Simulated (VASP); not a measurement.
Method: PBE GGA, VASP's PBE PAW potentials (set 64) (plane waves; VASP).

Input for VASP

POSCAR:
```
Ru
1
    1.3550000000    -2.3469290000     0.0000000000
    1.3550000000     2.3469290000     0.0000000000
    0.0000000000     0.0000000000     4.2800000000
Ru
2
Direct
  0.3333330000   0.6666670000   0.2500000000
  0.6666670000   0.3333330000   0.7500000000
```

File KPOINTS:
```
Automatic mesh
0
Gamma
9 9 5
0 0 0
```

INCAR:
```
SYSTEM = Ru
PREC = Accurate; ENCUT = 300; LREAL = .FALSE.
LASPH = .TRUE.
EDIFF = 1E-8; NELM = 100; ALGO = Normal
LMAXMIX = 4
ISMEAR = -1; SIGMA = 0.136
GGA = PE
IBRION = 8; NSW = 1; ISIF = 2
LWAVE = .FALSE.; LCHARG = .FALSE.
LEPSILON = .FALSE.
```

POTCAR, in this order: Ru_pv (PBE.64 set). Program: vasp_std.

What VASP printed:

### OSZICAR
```
       N       E                     dE             d eps       ncg     rms          rms(c)
DAV:   1     0.192071368050E+03    0.19207E+03   -0.13844E+04  1384   0.118E+03
DAV:   2    -0.158573963924E+02   -0.20793E+03   -0.20352E+03  1408   0.386E+02
DAV:   3    -0.198047001386E+02   -0.39473E+01   -0.38646E+01  1364   0.577E+01
DAV:   4    -0.198740586636E+02   -0.69359E-01   -0.68698E-01  1648   0.526E+00
DAV:   5    -0.198752023748E+02   -0.11437E-02   -0.11436E-02  1464   0.560E-01    0.175E+01
DAV:   6    -0.186503674779E+02    0.12248E+01   -0.32276E+00  1310   0.188E+01    0.473E+00
DAV:   7    -0.185591558558E+02    0.91212E-01   -0.27844E-01  1336   0.500E+00    0.111E+00
DAV:   8    -0.185499992533E+02    0.91566E-02   -0.63718E-03  1324   0.945E-01    0.236E-01
DAV:   9    -0.185496813755E+02    0.31788E-03   -0.55840E-04  1656   0.259E-01    0.449E-02
DAV:  10    -0.185496975701E+02   -0.16195E-04   -0.14962E-05  1470   0.335E-02    0.111E-02
DAV:  11    -0.185496938961E+02    0.36741E-05   -0.16419E-06  1380   0.124E-02    0.349E-03
DAV:  12    -0.185496945251E+02   -0.62900E-06   -0.73627E-08  1578   0.198E-03    0.530E-04
DAV:  13    -0.185496944915E+02    0.33612E-07   -0.90879E-09   710   0.982E-04    0.437E-04
DAV:  14    -0.185496944657E+02    0.25737E-07   -0.91324E-10   682   0.253E-04    0.269E-05
DAV:  15    -0.185496944686E+02   -0.28604E-08   -0.17196E-10   678   0.995E-05
   1 F= -.18549694E+02 E0= -.18504931E+02  d E =-.895279E-01
 Linear response reoptimize wavefunctions
DAV:   1    -0.185496944682E+02    0.34697E-09   -0.64431E-11   682   0.592E-05
DAV:   2    -0.185496944682E+02    0.27285E-11   -0.28245E-11   666   0.264E-05
 Linear response DOF=           2
 Linear response progress:
  Degree of freedom:   1/  2
       N       E                     dE             d eps       ncg     rms          rms(c)
RMM:   1    -0.516190311640E+00   -0.51619E+00    0.31870E+00  4468   0.657E+01
RMM:   2    -0.616412031691E+00   -0.10022E+00   -0.14187E-01  6650   0.339E+00    0.136E-01
RMM:   3    -0.615282970709E+00    0.11291E-02   -0.19676E-03  6899   0.341E-01    0.656E-02
RMM:   4    -0.613662969200E+00    0.16200E-02   -0.68350E-04  7217   0.211E-01    0.296E-02
RMM:   5    -0.613603715966E+00    0.59253E-04   -0.30794E-04  8326   0.628E-02    0.224E-02
RMM:   6    -0.613478886450E+00    0.12483E-03   -0.19228E-04  7735   0.238E-02    0.103E-02
RMM:   7    -0.613379267540E+00    0.99619E-04   -0.71144E-05  8222   0.123E-02    0.137E-03
RMM:   8    -0.613381436520E+00   -0.21690E-05   -0.19153E-05  8299   0.555E-03    0.740E-04
RMM:   9    -0.613389789524E+00   -0.83530E-05   -0.13232E-05  8836   0.241E-03    0.301E-04
RMM:  10    -0.613393091884E+00   -0.33024E-05   -0.72019E-06  9489   0.106E-03    0.146E-04
RMM:  11    -0.613394131074E+00   -0.10392E-05   -0.38338E-06 10247   0.618E-04    0.456E-05
RMM:  12    -0.613394153569E+00   -0.22495E-07   -0.20142E-06 11468   0.388E-04    0.319E-05
RMM:  13    -0.613394084607E+00    0.68962E-07   -0.11925E-06 10793   0.280E-04    0.480E-06
RMM:  14    -0.613394118570E+00   -0.33963E-07   -0.74524E-07 11469   0.211E-04    0.124E-05
RMM:  15    -0.613394146338E+00   -0.27769E-07   -0.46187E-07 10966   0.170E-04    0.118E-05
RMM:  16    -0.613394096249E+00    0.50089E-07   -0.31877E-07 10675   0.143E-04    0.234E-05
RMM:  17    -0.613394185685E+00   -0.89436E-07   -0.20313E-07 10669   0.126E-04    0.125E-05
RMM:  18    -0.613394204832E+00   -0.19147E-07   -0.14896E-07 10769   0.113E-04    0.111E-05
RMM:  19    -0.613394218153E+00   -0.13321E-07   -0.59595E-08 10494   0.106E-04    0.103E-05
RMM:  20    -0.613394226280E+00   -0.81268E-08   -0.62577E-08  9976   0.100E-04    0.986E-06
 Linear response progress:
  Degree of freedom:   2/  2
       N       E                     dE             d eps       ncg     rms          rms(c)
RMM:   1    -0.627702301689E+00   -0.62770E+00    0.37059E+00  1829   0.665E+01
RMM:   2    -0.740012107127E+00   -0.11231E+00   -0.15831E-01  2715   0.348E+00    0.147E-01
RMM:   3    -0.739854772218E+00    0.15733E-03   -0.16747E-03  2851   0.315E-01    0.784E-02
RMM:   4    -0.738844004177E+00    0.10108E-02   -0.52368E-04  2861   0.204E-01    0.322E-02
RMM:   5    -0.738789996474E+00    0.54008E-04   -0.21738E-04  3147   0.688E-02    0.209E-02
RMM:   6    -0.738680097111E+00    0.10990E-03   -0.97999E-05  2970   0.267E-02    0.105E-02
RMM:   7    -0.738596289259E+00    0.83808E-04   -0.33359E-05  2933   0.125E-02    0.264E-03
RMM:   8    -0.738584513646E+00    0.11776E-04   -0.14994E-05  3354   0.496E-03    0.100E-03
RMM:   9    -0.738587892828E+00   -0.33792E-05   -0.95817E-06  3144   0.216E-03    0.188E-04
RMM:  10    -0.738588906306E+00   -0.10135E-05   -0.62315E-06  3451   0.103E-03    0.823E-05
RMM:  11    -0.738589625449E+00   -0.71914E-06   -0.37075E-06  3843   0.522E-04    0.356E-05
RMM:  12    -0.738589871144E+00   -0.24570E-06   -0.26188E-06  3620   0.317E-04    0.136E-05
RMM:  13    -0.738589803096E+00    0.68048E-07   -0.15069E-06  3738   0.223E-04    0.121E-05
RMM:  14    -0.738589841344E+00   -0.38247E-07   -0.10110E-06  3578   0.172E-04    0.642E-06
RMM:  15    -0.738589886170E+00   -0.44826E-07   -0.61927E-07  3540   0.143E-04    0.239E-06
RMM:  16    -0.738589866027E+00    0.20143E-07   -0.41299E-07  3431   0.120E-04    0.373E-06
RMM:  17    -0.738589883210E+00   -0.17182E-07   -0.26828E-07  3428   0.105E-04    0.239E-06
RMM:  18    -0.738589886773E+00   -0.35637E-08   -0.20702E-07  3167   0.960E-05    0.246E-06
RMM:  19    -0.738589886080E+00    0.69325E-09   -0.14887E-07  2413   0.901E-05    0.281E-06
RMM:  20    -0.738589897680E+00   -0.11600E-07   -0.13165E-07  3208   0.872E-05    0.203E-06
RMM:  21    -0.738589903710E+00   -0.60305E-08   -0.11570E-07  3037   0.845E-05    0.165E-06
RMM:  22    -0.738589910063E+00   -0.63529E-08   -0.10491E-07  3180   0.831E-05    0.118E-06
RMM:  23    -0.738589913115E+00   -0.30515E-08   -0.97628E-08  2441   0.816E-05    0.115E-06
 Linear response finished
```

### OUTCAR
```
------------------------ aborting loop because EDIFF is reached ----------------------------------------

   1 f  =    7.857885 THz    49.372546 2PiTHz  262.110824 cm-1    32.497586 meV
             X         Y         Z           dx          dy          dz
      1.355000  0.782311  1.070000     0.000000    0.000000   -0.707107
      1.355000 -0.782311  3.210000    -0.000000   -0.000000    0.707107

   2 f  =    5.836381 THz    36.671066 2PiTHz  194.680727 cm-1    24.137323 meV
             X         Y         Z           dx          dy          dz
      1.355000  0.782311  1.070000    -0.000000   -0.707107   -0.000000
      1.355000 -0.782311  3.210000     0.000000    0.707107    0.000000

   3 f  =    5.836381 THz    36.671063 2PiTHz  194.680714 cm-1    24.137321 meV
             X         Y         Z           dx          dy          dz
      1.355000  0.782311  1.070000     0.707107   -0.000000   -0.000000
      1.355000 -0.782311  3.210000    -0.707107    0.000000    0.000000

   4 f  =    0.000000 THz     0.000000 2PiTHz    0.000001 cm-1     0.000000 meV
             X         Y         Z           dx          dy          dz
      1.355000  0.782311  1.070000     0.319611   -0.116474    0.619905
      1.355000 -0.782311  3.210000     0.319611   -0.116474    0.619905

   5 f  =    0.000000 THz     0.000000 2PiTHz    0.000000 cm-1     0.000000 meV
             X         Y         Z           dx          dy          dz
      1.355000  0.782311  1.070000    -0.628274    0.002763    0.324445
      1.355000 -0.782311  3.210000    -0.628274    0.002763    0.324445

   6 f/i=    0.000000 THz     0.000001 2PiTHz    0.000005 cm-1     0.000001 meV
             X         Y         Z           dx          dy          dz
      1.355000  0.782311  1.070000     0.055864    0.697443    0.102240
      1.355000 -0.782311  3.210000     0.055864    0.697443    0.102240

 ELASTIC MODULI CONTR FROM IONIC RELAXATION (kBar)
 Direction    XX          YY          ZZ          XY          YZ          ZX
 --------------------------------------------------------------------------------
 XX        -127.7155    127.7155     -0.0000      0.0000      0.0000      0.0000
 YY         127.7155   -127.7156      0.0000     -0.0000      0.0000      0.0000
 ZZ          -0.0000      0.0000     -0.0000      0.0000      0.0000      0.0000
 XY           0.0000     -0.0000      0.0000   -127.7155      0.0000      0.0000
 YZ           0.0000      0.0000      0.0000      0.0000      0.0000      0.0000
 ZX           0.0000      0.0000      0.0000      0.0000      0.0000      0.0000
 --------------------------------------------------------------------------------
```
(Selected blocks of OUTCAR.)

At this cut-off the stress carries a Pulay error, which pulls relaxed volumes low.

The structure is a typed Ru crystal (P6_3/mmc). The cell was not relaxed at this level. The run is one of a series of settings (EDIFF = 1E-8, IBRION = 8, LEPSILON = .FALSE., NSW = 1 against the base run), some of them coarse on purpose.
